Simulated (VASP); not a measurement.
Fitting the PBE energy curve of MgRe3

```
Re Mg
1.0
     0.00000    3.11453    3.11453
     3.11453    0.00000    3.11453
     3.11453    3.11453    0.00000
Re Mg
3 1
Direct
  0.75000 0.75000 0.75000
  0.50000 0.50000 0.50000
  0.25000 0.25000 0.25000
  0.00000 0.00000 0.00000
```

The cell comes from a database or a generator and needn't be the stable form of this composition.

The cell was scaled at fixed shape and fractions and run with VASP, PBE PAW files Mg, Re, 520 eV; PBE, k mesh 7 × 7 × 7 on the cell of 4 atoms, fermi-dirac occupations of 0.05 eV, no spin polarisation, no spin-orbit coupling. Energies are those that the program minimises, any entropy of the smearing included. For a metal such a mesh isn't converged to the digits shown.

| V (Å³/atom) | energy over the lowest row (meV/atom) |
| --- | --- |
| 14.1995 | 44.93 |
| 14.5017 | 18.03 |
| 14.8038 | ? |
| 15.1059 | 0.00 |
| 15.4080 | 6.42 |
| 15.7101 | 21.69 |
| 16.0123 | 44.88 |

Problem. Fit the third-order Birch-Murnaghan form, give V0, B0 and B′, and predict the energy left open.

Solution. With y = (V0/V)^(2/3), E = E0 + (9 V0 B0/16) [(y - 1)³ B′ + (y - 1)² (6 - 4y)]. Least squares through the rows shown give V0 = 15.0560 Å³/atom, E0 = -0.13 meV, B0 = 266.0 GPa (1 eV/Å³ = 160.218 GPa) and B′ = 4.53, with a largest miss of 0.01 meV. At V = 14.8038 the form with these constants gives 3.49 meV; the run gave 3.48 meV an atom.
